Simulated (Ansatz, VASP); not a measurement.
**One calculation of HfB4C, two programs**

```xyz
6
Lattice="0.0000 3.0765 3.0765 3.0765 0.0000 3.0765 3.0765 3.0765 0.0000" Properties=species:S:1:pos:R:3 pbc="T T T"
Hf    1.5383    1.5383    1.5383
B     2.3020    2.3020    3.8510
B     2.3020    3.8510    2.3020
B     3.8510    2.3020    2.3020
B     3.8510    3.8510    3.8510
C     0.0000    0.0000    0.0000
```

Change from the starting cell: species swapped into the YbCdCu4 type (F-43m, No. 216).

Alike in both runs: task single point; functional PBE; k mesh 6 × 6 × 6; occupations gaussian, width 0.1 eV; no spin polarisation.

|  | VASP | Ansatz |
| --- | --- | --- |
| version | VASP 6.6.1 | Ansatz 0.2.0 |
| potentials or method | VASP PAW PBE potentials, release 64 (Hf_pv, B, C) | scalar-relativistic, plane waves, PAW |
| plane-wave cutoff (eV) | 520 | 420 |
| valence electrons in the cell | 26 | 42 |

|  | VASP | Ansatz | Ansatz less VASP |
| --- | --- | --- | --- |
| gap on the k mesh at the Fermi level (eV) | none | none | - |
| pressure (GPa) | -23.2 | -23.1 | +0.05 |
| rms of the force components (eV/Å) | 0.132 | 0.132 | -0.0001 |

Atom by atom the forces differ by 0.000 eV/Å (rms over components). A gap of «none» marks a metal or a gap that the smearing closes. The two sets of potentials don't hold the same shells in valence.

Caveats: so large a pressure means that the cell lies far from this level's equilibrium, or that cutoff or potentials fall short (VASP). Spin-orbit coupling is left out, which matters for the levels of Hf.
